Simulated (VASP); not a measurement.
An input for Quantum ESPRESSO's pw.x (written as the equivalent of a VASP run, and not itself run):

```
&CONTROL
  calculation = 'scf'
  pseudo_dir = './pseudo'
  outdir = './out'
  tprnfor = .true.
  tstress = .true.
/
&SYSTEM
  ibrav = 0
  nat = 2
  ntyp = 2
  ecutwfc = 102
  occupations = 'smearing'
  smearing = 'gaussian'
  degauss = 0.003675
  input_dft = 'pbe'
/
&ELECTRONS
  conv_thr = 7.3e-08
  electron_maxstep = 100
/
ATOMIC_SPECIES
  Cd 112.414 Cd.upf
  Te 127.600 Te.upf
CELL_PARAMETERS angstrom
     0.0000000    3.3048000    3.3048000
     3.3048000    0.0000000    3.3048000
     3.3048000    3.3048000    0.0000000
ATOMIC_POSITIONS crystal
  Cd   0.0000000  0.0000000  0.0000000
  Te   0.2500000  0.2500000  0.2500000
K_POINTS automatic
  3 3 3 0 0 0
```

Translate this input to VASP (INCAR, KPOINTS, POSCAR, choice of POTCAR).

This is not unique; one that fits is 
### POSCAR
```
CdTe
1
    0.0000000000     3.3048000000     3.3048000000
    3.3048000000     0.0000000000     3.3048000000
    3.3048000000     3.3048000000     0.0000000000
Cd Te
1 1
Direct
  0.0000000000   0.0000000000   0.0000000000
  0.2500000000   0.2500000000   0.2500000000
```

File KPOINTS:
```
Regular mesh
0
G
 3 3 3
0 0 0
```

INCAR:
```
SYSTEM = CdTe
PREC = Accurate
ENCUT = 400
EDIFF = 1E-6
NELM = 100
ALGO = Normal
LREAL = .FALSE.
LASPH = .TRUE.
ISMEAR = 0
SIGMA = 0.05
GGA = PE
LMAXMIX = 4
LWAVE = .FALSE.
LCHARG = .FALSE.
ISIF = 2
```

POTCAR, in this order: Cd Te (PBE.64 set). Program: vasp_std.

The two are equivalent in intent, not identical: the potentials are each code's own (VASP's PAW set, PseudoDojo norm-conserving files in pw.x), so ENCUT and ecutwfc are chosen apart and not converted; conv_thr bounds pw.x's estimated SCF error, while EDIFF bounds the energy change between steps.

The compound is CdTe in the zinc blende structure. The cell was not relaxed at this level. The k-mesh is coarse (spacing up to 0.55 per Å, 2π included), so the numbers may not be converged in it. The run is one of a series of settings (KPOINTS 3×3×3 Γ-centred mesh against the base run), some of them coarse on purpose.
